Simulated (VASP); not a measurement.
Here is the system:

```yaml
crystal:
  lattice:
    - [3.79126, 0.00000, 0.00000]
    - [0.00000, 3.79126, 0.00000]
    - [0.00000, 0.00000, 4.82887]
  atoms:
    - { symbol: Sn, position: [0.50000, 0.00000, 0.76200] }
    - { symbol: Sn, position: [0.00000, 0.50000, 0.23800] }
    - { symbol: O, position: [0.50000, 0.50000, 0.00000] }
    - { symbol: O, position: [0.00000, 0.00000, 0.00000] }
```

Computed with PBE GGA, VASP's PBE PAW potentials (set 64) (plane waves; VASP 6.6.1). Settings: 400 eV cut-off, 7×7×6 Γ-centred mesh, Fermi-Dirac smearing of 0.020 eV, potentials Sn_d O.

**Question.** Give the energies of bands 14 to 23 at the high-symmetry points, in eV from the Fermi level.

**Answer.** 
```
band      Γ      X      M      Z      R      A
----  -----  -----  -----  -----  -----  -----
14    -6.79  -7.61  -9.25  -6.32  -7.76  -9.14
15    -6.43  -5.16  -5.29  -6.32  -5.62  -5.75
16    -6.43  -5.16  -5.29  -3.68  -5.62  -5.75
17    -3.61  -4.99  -2.63  -3.31  -4.95  -2.75
18    -3.30  -4.99  -2.63  -3.31  -4.95  -2.75
19    -3.30  -2.81  -1.95  -3.13  -1.83  -2.64
20    -0.01  -2.81  -1.95  -2.34  -1.83  -2.64
21     2.10   3.17   0.01   1.67   2.55   2.28
22     4.34   3.17   0.01   2.91   2.55   2.28
23     4.66   5.91   4.42   2.91   5.41   4.03
```

It has no gap at this level: it comes out as a metal or semimetal.

The structure is a typed SnO crystal (P4/nmm). The cell was not relaxed at this level.
